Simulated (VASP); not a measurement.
OSZICAR of a VASP run on SiO₂ (rutile):

File OSZICAR:
```
       N       E                     dE             d eps       ncg     rms          rms(c)
DAV:   1     0.296400198029E+03    0.29640E+03   -0.17603E+04  1200   0.164E+03
DAV:   2     0.861830163457E+01   -0.28778E+03   -0.27358E+03  1824   0.518E+02
DAV:   3    -0.569911036070E+01   -0.14317E+02   -0.14182E+02  1440   0.110E+02
DAV:   4    -0.603479123357E+01   -0.33568E+00   -0.33428E+00  1660   0.210E+01
DAV:   5    -0.603857813512E+01   -0.37869E-02   -0.37836E-02  1368   0.191E+00    0.220E+01
DAV:   6    -0.581849068542E+02   -0.52146E+02   -0.31516E+02  1340   0.214E+02    0.183E+01
DAV:   7    -0.571306811928E+02    0.10542E+01   -0.50295E+00  1364   0.247E+01    0.137E+01
DAV:   8    -0.559138364624E+02    0.12168E+01   -0.42074E+01  1348   0.442E+01    0.764E+00
DAV:   9    -0.553506121428E+02    0.56322E+00   -0.40462E+00  1316   0.183E+01    0.310E+00
DAV:  10    -0.556864916419E+02   -0.33588E+00   -0.91987E-01  1328   0.718E+00    0.865E-01
DAV:  11    -0.551708276108E+02    0.51566E+00   -0.16947E-01  1260   0.528E+00    0.294E-01
DAV:  12    -0.556858938967E+02   -0.51507E+00   -0.17744E-01  1240   0.523E+00    0.175E-01
DAV:  13    -0.556965848740E+02   -0.10691E-01   -0.51641E-03  1404   0.807E-01    0.402E-02
DAV:  14    -0.556962863398E+02    0.29853E-03   -0.39383E-04  1360   0.148E-01    0.524E-02
DAV:  15    -0.556965778137E+02   -0.29147E-03   -0.39031E-04  1292   0.196E-01    0.594E-03
DAV:  16    -0.556966821823E+02   -0.10437E-03   -0.27527E-05  1332   0.746E-02    0.334E-03
DAV:  17    -0.556966980030E+02   -0.15821E-04   -0.51716E-06  1340   0.274E-02    0.131E-03
DAV:  18    -0.556966999428E+02   -0.19398E-05   -0.20384E-06  1368   0.173E-02    0.532E-04
DAV:  19    -0.556967004075E+02   -0.46476E-06   -0.27161E-07  1112   0.680E-03    0.413E-04
DAV:  20    -0.556967004022E+02    0.53819E-08   -0.11584E-08   744   0.124E-03
   1 F= -.55696700E+02 E0= -.55696700E+02  d E =-.556967E+02
```

Problem. Which electronic solver shows in the log?

Solution. It is blocked Davidson (ALGO = Normal, or the opening steps of other solvers). The INCAR had ALGO = Normal.

Problem. Can the final energy be trusted as converged?

Solution. The run converged. It stopped with EDIFF = 1E-7, NELM = 100, NSW = 30 and EDIFFG = -0.01 after 1 ionic step (revTPSS meta-GGA, plane waves, VASP's PBE PAW potentials (set 64)).

The compound is SiO2 in the rutile structure, stishovite, a high-pressure form. It was relaxed first.
